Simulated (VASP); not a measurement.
Method: PBE GGA + U (Dudarev), VASP's PBE PAW potentials (set 64) (plane waves; VASP 6.6.1).

A VASP calculation is set up with these files.

KPOINTS:
```
Automatic mesh
0
Gamma
11 12 12
0 0 0
```

### POSCAR
```
CoAl
1
    2.9372940000     0.0000000000     0.0000000000
    0.0000000000     2.7937010000     0.0000000000
    0.0000000000     0.0000000000     2.8296490000
Al Co
1 1
Direct
  0.5000000000   0.5000000000   0.5000000000
  0.0326610000   0.0000000000   0.0000000000
```

### INCAR
```
# general
SYSTEM    = CoAl
PREC      = Accurate
ENCUT     = 400   # plane-wave cut-off (eV)
LREAL     = F   # projection in real space or not
LASPH     = T   # aspherical one-centre terms

# electronic loop
EDIFF     = 1E-6
NELM      = 100   # most electronic steps
ALGO      = Normal
LMAXMIX   = 4   # l cut-off of mixed one-centre charges

# smearing
ISMEAR    = 1   # Methfessel-Paxton
SIGMA     = 0.1

# functional
GGA       = PE   # PBE

# DFT+U
LDAU      = T
LDAUTYPE  = 2
LDAUL     = -1 2
LDAUU     = 0 4.0
LDAUJ     = 0 0
LDAUPRINT = 1

# ions
ISIF      = 2   # forces and stress, cell fixed

# output
LWAVE     = F
LCHARG    = F
LORBIT    = 10
```

POTCAR, in this order: Al Co (PBE.64 set). Program: vasp_std.

What VASP printed:

### OSZICAR
```
       N       E                     dE             d eps       ncg     rms          rms(c)
DAV:   1     0.355291893409E+02    0.35529E+02   -0.45996E+03  5960   0.103E+03
DAV:   2    -0.816236744439E+01   -0.43692E+02   -0.41461E+02  5924   0.177E+02
DAV:   3    -0.925137965156E+01   -0.10890E+01   -0.10827E+01  6906   0.375E+01
DAV:   4    -0.926971409300E+01   -0.18334E-01   -0.18328E-01  6998   0.442E+00
DAV:   5    -0.927030243052E+01   -0.58834E-03   -0.58832E-03  6750   0.791E-01    0.104E+01
DAV:   6    -0.106869593142E+02   -0.14167E+01   -0.37553E+01  6592   0.946E+01    0.119E+01
DAV:   7    -0.846159667288E+01    0.22254E+01   -0.17522E+01  6472   0.613E+01    0.185E+00
DAV:   8    -0.848476883460E+01   -0.23172E-01   -0.14093E-01  6524   0.425E+00    0.901E-01
DAV:   9    -0.849722375742E+01   -0.12455E-01   -0.45051E-02  7918   0.337E+00    0.236E-01
DAV:  10    -0.849994137160E+01   -0.27176E-02   -0.52927E-03  8234   0.772E-01    0.144E-01
DAV:  11    -0.850050417408E+01   -0.56280E-03   -0.21131E-03  7072   0.800E-01    0.306E-02
DAV:  12    -0.850054818641E+01   -0.44012E-04   -0.17330E-04  6504   0.138E-01    0.239E-02
DAV:  13    -0.850055311937E+01   -0.49330E-05   -0.51097E-05  6718   0.129E-01    0.488E-03
DAV:  14    -0.850055423148E+01   -0.11121E-05   -0.31431E-06  3978   0.228E-02    0.222E-03
DAV:  15    -0.850055436098E+01   -0.12951E-06   -0.61060E-07  3044   0.872E-03
   1 F= -.85005544E+01 E0= -.85002487E+01  d E =-.916933E-03
```

OUTCAR:
```
------------------------ aborting loop because EDIFF is reached ----------------------------------------
  FORCE on cell =-STRESS in cart. coord.  units (eV):
  Direction    XX          YY          ZZ          XY          YZ          ZX
  --------------------------------------------------------------------------------------
  Total       -1.5463785     -0.1757753     -0.6432240      0.0000000      0.0000000      0.0000000
  in kB     -106.7005028    -12.1285400    -44.3826202      0.0000000      0.0000000      0.0000000
  external PRESSURE =     -54.4038876 kB  Pullay stress =       0.0000000 kB
  volume of cell :       23.22
      direct lattice vectors                 reciprocal lattice vectors
     2.937294000  0.000000000  0.000000000     0.340449407  0.000000000  0.000000000
     0.000000000  2.793701000  0.000000000     0.000000000  0.357948113  0.000000000
     0.000000000  0.000000000  2.829649000     0.000000000  0.000000000  0.353400722
 POSITION                                       TOTAL-FORCE (eV/Angst)
 -----------------------------------------------------------------------------------
      1.46865      1.39685      1.41482         0.620207      0.000000      0.000000
      0.09593      0.00000      0.00000        -0.620207      0.000000      0.000000
 -----------------------------------------------------------------------------------
    total drift:                               -0.000118      0.000000      0.000006
  FREE ENERGIE OF THE ION-ELECTRON SYSTEM (eV)
  ---------------------------------------------------
  free  energy   TOTEN  =        -8.5005543610 eV

  energy  without entropy=       -8.4996374284  energy(sigma->0) =       -8.50024872

 total charge

# of ion       s       p       d       tot
------------------------------------------
    1        0.392   0.415   0.000   0.807
    2        0.423   0.501   7.640   8.564
--------------------------------------------------
tot          0.816   0.915   7.640   9.371
```
(Selected blocks of OUTCAR.)

The compound is CoAl in the CsCl type structure. The cell was not relaxed at this level, atoms are displaced from their ideal sites. The run is one of a series of settings (LDAU = .TRUE., LDAUJ = 0 0, LDAUL = -1 2, LDAUTYPE = 2, LDAUU = 0 4.0 against the base run), some of them coarse on purpose. The run is not spin-polarised, so no magnetic state was tried.
